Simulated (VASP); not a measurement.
```
TiC
1.0
    0.00000     2.20896     2.20896
    2.20896     0.00000     2.20896
    2.20896     2.20896     0.00000
Ti C
1 1
Cartesian
  0.00000   0.00000   0.00000
  2.20896   2.20896   2.20896
```

Computed with TPSS meta-GGA, VASP's PBE PAW potentials (set 64) (plane waves; VASP). Run with 520 eV cut-off, 14×14×14 Γ-centred mesh, first-order Methfessel-Paxton smearing of 0.10 eV, potentials Ti_sv C.

Q: The job: TiC (rock salt), 2 atoms, TPSS, static run, 520 eV, 14×14×14 Γ-centred mesh. Roughly how much core time does it take on a busy server core?

A: About 2 core-minutes (one run on a shared machine, a rough figure). It had 104 irreducible k-points, 12 bands, up to 592 plane waves and 35 electronic steps.

The compound is TiC in the rock salt structure. This cell is one point of a volume scan, at 1.06 of the reference volume.
